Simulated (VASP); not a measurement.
A run of VASP 6.6.1 is set up as follows.

INCAR

```
  PREC = Accurate
  ENCUT = 520
  EDIFF = 1E-7
  ISMEAR = 0
  SIGMA = 0.03
  LREAL = F
  LASPH = T
  NELM = 100
  ALGO = Fast
  ISIF = 2
  LWAVE = F
  LCHARG = F
  NBANDS = 21
```

The input KPOINTS:

```
Automatic mesh
0
Gamma
  8 8 6
```

File POSCAR:

```
AlInSb2
1.0
    4.3652546170      0.0000000000      0.0000000000
    0.0000000000      4.3652546170      0.0000000000
    0.0000000000      0.0000000000      6.7653199790
Al In Sb
1 1 2
Direct
    0.0000000000      0.0000000000      0.0000000000
    0.5000000000      0.5000000000      0.5000000000
    0.0000000000      0.5000000000      0.2333653700
    0.5000000000      0.0000000000      0.7666346300
```

Potentials or basis: VASP PAW LDA potentials, release 64 (Al, In_d, Sb).

The run is started by

```sh
$ cat potpaw_LDA.64/Al/POTCAR potpaw_LDA.64/In_d/POTCAR potpaw_LDA.64/Sb/POTCAR > POTCAR
$ mpirun -np 1 vasp_std > vasp.out
```

Question: Predict the band gap on the k mesh.

Answer: 0.07 eV, direct.

Question: Predict the pressure.

Answer: -1.9 GPa.

Question: What does it give for the largest force?

Answer: 0.133 eV/Å.

Forces on the atoms (eV/Å):
```
Al   0.000  0.000  0.000
In   0.000  0.000  0.000
Sb   0.000  0.000  0.133
Sb   0.000  0.000 -0.133
```

Caveat: spin-orbit coupling is left out, which moves the levels of the heavy elements. A k mesh can miss the band edges.
